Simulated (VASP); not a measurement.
MgCd2S3:

```xyz
6
Lattice="-1.9002 2.6895 5.7057 1.9002 -2.6895 5.7057 1.9002 2.6895 -5.7057" Properties=species:S:1:pos:R:3 pbc="T T T"
Mg    0.0000    0.0000    0.0000
Cd    0.0000    0.0000    7.6080
Cd    0.0000    0.0000    3.8034
S     0.0000    2.6895    3.8034
S     1.9002    0.0000    1.9023
S     0.0000    2.6895    0.0000
```

The cell was built by a generator and needn't be a form met in nature.

| Quantity | Value |
| --- | --- |
| Program | VASP 6.6.1 |
| Task | relaxation of cell and atoms |
| Functional | PBE |
| Potentials or basis | VASP PAW PBE potentials, release 64 (Mg, Cd, S) |
| Cutoff | 520 eV |
| k mesh | 5 × 5 × 5 |
| Occupations | gaussian, width 0.15 eV |
| Spin | no spin polarisation |

At the start: pressure 2.3 GPa; volume 19.44 Å³/atom.

Problem. How do energy, volume and symmetry change on relaxing?

Solution. Over 5 steps the energy falls by 12.3 meV/atom and the volume is 19.91 Å³/atom (+2.4 %); space group Immm (No. 71, to 0.05 Å).

The path:
```csv
step,energy change (eV),largest force (eV/Å),pressure (GPa),volume (Å³)
1,0.0000,0.6289,2.25,116.64
2,-0.0483,0.3452,-0.92,121.31
3,-0.0484,0.3701,-0.80,121.03
4,-0.0651,0.2333,-0.24,120.36
5,-0.0737,0.0655,0.11,119.46
```

Final structure:
```
CELL_PARAMETERS angstrom
-1.92034 2.70546 5.74813
1.92034 -2.70546 5.74813
1.92034 2.70546 -5.74813
ATOMIC_POSITIONS crystal
Mg 0.00000 0.00000 0.00000
Cd 0.66659 0.66659 0.00000
Cd 0.33341 0.33341 0.00000
S 0.84080 0.34080 0.50000
S 0.15920 0.65920 0.50000
S 0.50000 0.00000 0.50000
```
